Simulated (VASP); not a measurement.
Given:

```yaml
crystal:
  lattice:
    - [2.76754, 0.00000, 0.00000]
    - [0.00000, 2.76754, 0.00000]
    - [0.00000, 0.00000, 2.76754]
  atoms:
    - { symbol: Co, position: [0.00000, 0.00000, 0.00000] }
    - { symbol: P, position: [0.50000, 0.50000, 0.50000] }
```

Method: PBEsol GGA, VASP's PBE PAW potentials (set 64) (plane waves; VASP). Run with 400 eV cut-off, 15×15×15 Γ-centred mesh, tetrahedra with Blöchl corrections, potentials Co P.

**Question.** What does the run give for the energy per atom (σ→0), band gap (on the k-mesh) with the smallest direct gap where there is one?

**Answer.** 
```
Item                                                         Value
------------------------  ----------------------------------------
band gap (on the k-mesh)  none (metal, semimetal or under 0.01 eV)
energy per atom (σ→0)                               -6.953 eV/atom
```

The structure was generated: CoP was put into the CsCl type type (Pm-3m), which need not be its known phase. It was relaxed first, which changed the volume by -24 %. The run is not spin-polarised, so no magnetic state was tried.
